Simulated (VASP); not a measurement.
# Sn2C (Fm-3m) in VASP: relaxation of cell and atoms with PBE

Aim: the relaxation of cell and atoms of Sn2C with PBE.

Everything below comes from runs of VASP 6.6.1. Logs are shortened: lines on timing, memory, paths and dates and some standing lists are left out, and cuts for length are marked.

## 1. Starting point

The structure is cubic, space group Fm-3m (No. 225). Conventional cell: a = 6.200 Å, b = 6.200 Å, c = 6.200 Å, α = 90.00°, β = 90.00°, γ = 90.00°. Around Sn (site symmetry -43m) lie 4 C at 2.68 Å. C (site symmetry m-3m) is surrounded by 8 Sn at 2.68 Å.

The cell was built by a generator and needn't be a form met in nature.

## 2. Relaxation of cell and atoms, PBE

The input, INCAR:

```
SYSTEM = Sn2C
PREC = Normal ; ENCUT = 520
EDIFF = 1E-4 ; ISMEAR = 0
SIGMA = 0.15 ; LREAL = .False.
LASPH = .True. ; NELM = 60
ALGO = Fast ; ISIF = 3
LWAVE = .False. ; LCHARG = .False.
GGA = PE ; IBRION = 2
NSW = 24 ; EDIFFG = -0.08
```

The input, KPOINTS:

```
Automatic mesh
0
Gamma
  6 6 6
  0 0 0
```

The input, POSCAR:

```
Sn2C
1.0
    0.0000000000      3.1000000000      3.1000000000
    3.1000000000      0.0000000000      3.1000000000
    3.1000000000      3.1000000000      0.0000000000
Sn C
2 1
Direct
    0.7500000000      0.7500000000      0.7500000000
    0.2500000000      0.2500000000      0.2500000000
    0.0000000000      0.0000000000      0.0000000000
```

Potentials or basis: VASP PAW PBE potentials, release 64 (Sn_d, C).

On the command line:

```
$ cat potpaw_PBE.64/Sn_d/POTCAR potpaw_PBE.64/C/POTCAR > POTCAR
$ mpirun -np 1 vasp_std > vasp.out
```

OUTCAR:

```text
SYSTEM = Sn2C
   PREC = Normal
   ENCUT = 520
   EDIFF = 1E-4
   ISMEAR = 0
   LREAL = .False.
   LASPH = .True.
   NELM = 60
   ISIF = 3
   GGA = PE
   IBRION = 2
   NSW = 24
   EDIFFG = -0.08

 ion  position               nearest neighbor table
   1  0.750  0.750  0.750-   3 2.68   3 2.68   3 2.68   3 2.68   2 3.10   2 3.10   2 3.10   2 3.10
                             2 3.10   2 3.10
   2  0.250  0.250  0.250-   3 2.68   3 2.68   3 2.68   3 2.68   1 3.10   1 3.10   1 3.10   1 3.10
                             1 3.10   1 3.10
   3  0.000  0.000  0.000-   1 2.68   1 2.68   2 2.68   2 2.68   1 2.68   1 2.68   2 2.68   2 2.68

  LATTYP: Found a face centered cubic cell.
 ALAT       =     6.2000000000

  Lattice vectors:

 A1 = (   0.0000000000,   3.1000000000,   3.1000000000)
 A2 = (   3.1000000000,   0.0000000000,   3.1000000000)
 A3 = (   3.1000000000,   3.1000000000,   0.0000000000)

Analysis of symmetry for initial positions (statically):
=====================================================================
 Subroutine PRICEL returns:
 Original cell was already a primitive cell.

 Routine SETGRP: Setting up the symmetry group for a
 face centered cubic supercell.

 Subroutine GETGRP returns: Found 48 space group operations
 (whereof 48 operations were pure point group operations)
 out of a pool of 48 trial point group operations.

The static configuration has the point symmetry O_h .

Analysis of symmetry for dynamics (positions and initial velocities):
=====================================================================
 Subroutine PRICEL returns:
 Original cell was already a primitive cell.

 Routine SETGRP: Setting up the symmetry group for a
 face centered cubic supercell.

 Subroutine GETGRP returns: Found 48 space group operations
 (whereof 48 operations were pure point group operations)
 out of a pool of 48 trial point group operations.

The dynamic configuration has the point symmetry O_h .

 Subroutine INISYM returns: Found 48 space group operations
 (whereof 48 operations are pure point group operations),
 and found     1 'primitive' translations

----------------------------------------------------------------------------------------

                                     Primitive cell

  volume of cell :      59.5820

  direct lattice vectors                    reciprocal lattice vectors
     0.000000000  3.100000000  3.100000000    -0.161290323  0.161290323  0.161290323
     3.100000000  0.000000000  3.100000000     0.161290323 -0.161290323  0.161290323
[... 72 lines left out ...]
   ISPIN  =      1    spin polarized calculation?
   LNONCOLLINEAR =      F non collinear calculations
   LSORBIT =      F    spin-orbit coupling
   LASPH  =      T    aspherical Exc in radial PAW
   ENCUT  =  520.0 eV  38.22 Ry    6.18 a.u.   8.15  8.15  8.15*2*pi/ulx,y,z
   NELM   =     60;   NELMIN=  2; NELMDL= -5     # of ELM steps
   EDIFF  = 0.1E-03   stopping-criterion for ELM
   LREAL  =      F    real-space projection
   EDIFFG = -.8E-01   stopping-criterion for IOM
   NSW    =     24    number of steps for IOM
   IBRION =      2    ionic relax: 0-MD 1-quasi-New 2-CG
   NFREE  =      1    steps in history (QN), initial steepest desc. (CG)
   ISIF   =      3    stress and relaxation
   ISYM   =      2    0-nonsym 1-usesym 2-fastsym
   POTIM  = 0.5000    time-step for ionic-motion
   TEBEG  =    0.0;   TEEND  =   0.0 temperature during run
   PSTRESS=    0.0 pullay stress
   NELECT =      32.0000    total number of electrons
   NUPDOWN=      -1.0000    fix difference up-down
   EMIN   =  10.00;   EMAX   =-10.00  energy-range for DOS
   EFERMI =   0.00;   METHOD = LEGACY
   ISMEAR =     0;   SIGMA  =   0.15  broadening in eV -4-tet -1-fermi 0-gaus
   EFERMI_NEDOS =   21; number of points for ismear=-14 and -15
   IALGO  =     68    algorithm
   IMIX   =      4    mixing-type and parameters
     AMIX     =   0.40;   BMIX     =  1.00
     AMIX_MAG =   1.60;   BMIX_MAG =  1.00
  volume/ion in A,a.u.               =      19.86       134.03
  Fermi-wavevector in a.u.,A,eV,Ry     =   1.330719  2.514695 24.093386  1.770814
  Thomas-Fermi vector in A             =   2.459785
   LORBIT       =      0    0 simple, 1 ext, 2 COOP (PROOUT), +10 PAW based schemes
   GGA     = PE    functional components
   LHFCALC =     F    Hartree Fock is set to
   AEXX    =    0.0000 exact exchange contribution
   IVDW    =     0    specifies the selected vdW correction
   LEPSILON=     F    determine dielectric tensor
   LRPA    =     F    only Hartree local field effects (RPA)
 conjugate gradient relaxation of ions
 non-spin polarized calculation
 RMM-DIIS sequential band-by-band and
 Gauss-broadening in eV      SIGMA  =   0.15
  energy-cutoff  :      520.00
  volume of cell :       59.58
 maximum number of plane-waves:      1639
   NGX = 17   NGY = 17   NGZ = 17

--------------------------------------- Ionic step        1  -------------------------------------------

 number of electron      31.9999926 magnetization

 Free energy of the ion-electron system (eV)
  ---------------------------------------------------
  ext. energy  EPLUGINS =         0.00000000
  ---------------------------------------------------
  free energy    TOTEN  =       -12.77837343 eV

  energy without entropy =      -12.76936638  energy(sigma->0) =      -12.77386990

------------------------ aborting loop because EDIFF is reached ----------------------------------------

  FORCE on cell =-STRESS in cart. coord.  units (eV):
  Direction    XX          YY          ZZ          XY          YZ          ZX
  --------------------------------------------------------------------------------------
  -------------------------------------------------------------------------------------
  Total        1.7987358      1.7987358      1.7987358     -0.0000000      0.0000000      0.0000000
  in kB       48.3685288     48.3685288     48.3685288     -0.0000000      0.0000000      0.0000000
  external PRESSURE =      48.3685288 kB  Pullay stress =       0.0000000 kB
[... 61 lines left out ...]
--------------------------------------- Ionic step        3  -------------------------------------------

 number of electron      32.0000092 magnetization

 Free energy of the ion-electron system (eV)
  ---------------------------------------------------
  ext. energy  EPLUGINS =         0.00000000
  ---------------------------------------------------
  free energy    TOTEN  =       -12.83799618 eV

  energy without entropy =      -12.82864915  energy(sigma->0) =      -12.83332267

 E-fermi :   7.8635     XC(G=0): -10.3838

 val. band max:        7.6803519380   @ k =   0.1667   0.0000   0.0000
 cond. band min:       7.8928680930   @ k =   0.3333   0.0000   0.0000
 fundamental gap:      0.2125161550
 Fermi energy:         7.8635031131

 k-point     1 :       0.0000    0.0000    0.0000
  band No.  band energies     occupation
      1     -14.1882      2.00000
      2     -14.1882      2.00000
      3     -14.0645      2.00000
      4     -14.0645      2.00000
      5     -14.0645      2.00000
      6     -13.8947      2.00000
[... 387 lines left out ...]
  FREE ENERGIE OF THE ION-ELECTRON SYSTEM (eV)
  ---------------------------------------------------
  free  energy   TOTEN  =       -12.8379961825 eV

  energy  without entropy=      -12.8286491481  energy(sigma->0) =      -12.83332267

 reached required accuracy - stopping structural energy minimisation
```

OSZICAR:

```text
N       E                     dE             d eps       ncg     rms          rms(c)
DAV:   1     0.247477270973E+03    0.24748E+03   -0.16966E+04   656   0.253E+03
DAV:   2     0.138687271155E+02   -0.23361E+03   -0.22820E+03   644   0.492E+02
DAV:   3    -0.123972175757E+02   -0.26266E+02   -0.24811E+02   764   0.151E+02
[... 21 lines left out ...]
DAV:   1    -0.129304323808E+02   -0.95828E-01   -0.20937E+00   712   0.233E+01    0.166E+00
RMM:   2    -0.128551526570E+02    0.75280E-01   -0.13089E-01   688   0.496E+00    0.740E-01
RMM:   3    -0.128381178439E+02    0.17035E-01   -0.56665E-02   702   0.320E+00    0.109E-01
RMM:   4    -0.128380246780E+02    0.93166E-04   -0.65538E-03   802   0.710E-01    0.580E-02
RMM:   5    -0.128379961825E+02    0.28495E-04   -0.73946E-04   662   0.329E-01
   3 F= -.12837996E+02 E0= -.12833323E+02  d E =-.596228E-01
```

CONTCAR:

```text
Sn2C
   1.00000000000000
    -0.0000000000000000    3.1710878678739998    3.1710878678739998
     3.1710878678739998    0.0000000000000000    3.1710878678739998
     3.1710878678739998    3.1710878678739998    0.0000000000000000
  Sn              C
     2     1
Direct
     0.7500000000000000    0.7500000000000000    0.7500000000000000
     0.2500000000000000    0.2500000000000000    0.2500000000000000
     0.0000000000000000    0.0000000000000000    0.0000000000000000

  0.00000000E+00  0.00000000E+00  0.00000000E+00
  0.00000000E+00  0.00000000E+00  0.00000000E+00
  0.00000000E+00  0.00000000E+00  0.00000000E+00
```

It took 13 s on 1 thread of Intel Xeon Platinum 8375C at 2.90GHz (Ice Lake), shared host; peak memory 0.15 GiB.

Results:

```
Free energy                            : -12.8380 eV
Relaxed volume                         : 21.26 Å³/atom
Relaxed cell                           : a = 4.485 Å, b = 4.485 Å, c = 4.485 Å, α = 60.00°, β = 60.00°, γ = 60.00°
Space group after relaxing (to 0.05 Å) : Fm-3m (No. 225)
Energy gained by relaxing              : 19.9 meV/atom
Ionic steps                            : 3
Pressure after relaxing                : 0.4 GPa
Band gap on the k mesh                 : none (metal or under the smearing width)
```

The path:
| step | energy change (eV) | largest force (eV/Å) | pressure (GPa) | volume (Å³) |
| --- | --- | --- | --- | --- |
| 1 | 0.0000 | 0.0000 | 4.84 | 59.58 |
| 2 | -0.0562 | 0.0000 | -1.03 | 64.90 |
| 3 | -0.0596 | 0.0000 | 0.37 | 63.78 |

Final structure:
```
Sn C
1.0
     0.00000    3.17109    3.17109
     3.17109    0.00000    3.17109
     3.17109    3.17109    0.00000
Sn C
2 1
Direct
  0.75000 0.75000 0.75000
  0.25000 0.25000 0.25000
  0.00000 0.00000 0.00000
```

Caveat: the relaxation stopped at a loose force limit of 0.08 eV/Å, so its end isn't a converged minimum.
